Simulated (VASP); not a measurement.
Runs of VASP 6.6.1 on HgTe (Coloradoite). It takes space group F-43m (No. 216, cubic). Conventional cell: a = 6.577 Å, b = 6.577 Å, c = 6.577 Å, α = 90.00°, β = 90.00°, γ = 90.00°. Hg (site symmetry -43m) is surrounded by 4 Te at 2.85 Å. Te (site symmetry -43m) is surrounded by 4 Hg at 2.85 Å. 

| task | level | cell | k mesh | cutoff (eV) | grid for exact exchange (PRECFOCK) | screening parameter | exchange at q = 0 | gap on the mesh (eV) | pressure (GPa) |
| --- | --- | --- | --- | --- | --- | --- | --- | --- | --- |
| relaxation of cell and atoms | r2SCAN | relaxed | 10 × 10 × 10 | 600 | - | - | - | none | 0.0 |
| relaxation of cell and atoms | PBEsol | relaxed | 10 × 10 × 10 | 600 | - | - | - | none | 0.0 |
| band structure | HSE06 | F-43m, 34.58 Å³/atom | 6 × 6 × 6 | 520 | Fast | 0.2 1/A | - | - | 0.9 |
| band structure | PBE0 | F-43m, 34.58 Å³/atom | 6 × 6 × 6 | 520 | Fast | - | truncated | (a) | 0.8 |

Alike in all rows: potentials or basis VASP PAW PBE potentials, release 64 (Hg, Te); no spin polarisation; smearing gaussian 0.03 eV.

**Question.** Estimate the missing entries.

**Answer.** (a) 0.32.

Caveats: the PAW data sets were made with another functional, which shifts forces and pressure a little; spin-orbit coupling is left out, which moves the levels of the heavy elements (some runs); the relaxation stopped at its first step, so nothing moved (some runs).

A k mesh can miss the band edges, and the runs leave out spin-orbit coupling on Hg, Te.

A gap of «none» marks a metal or a gap under the smearing width.

Runs at the PBE level aren't shown here.
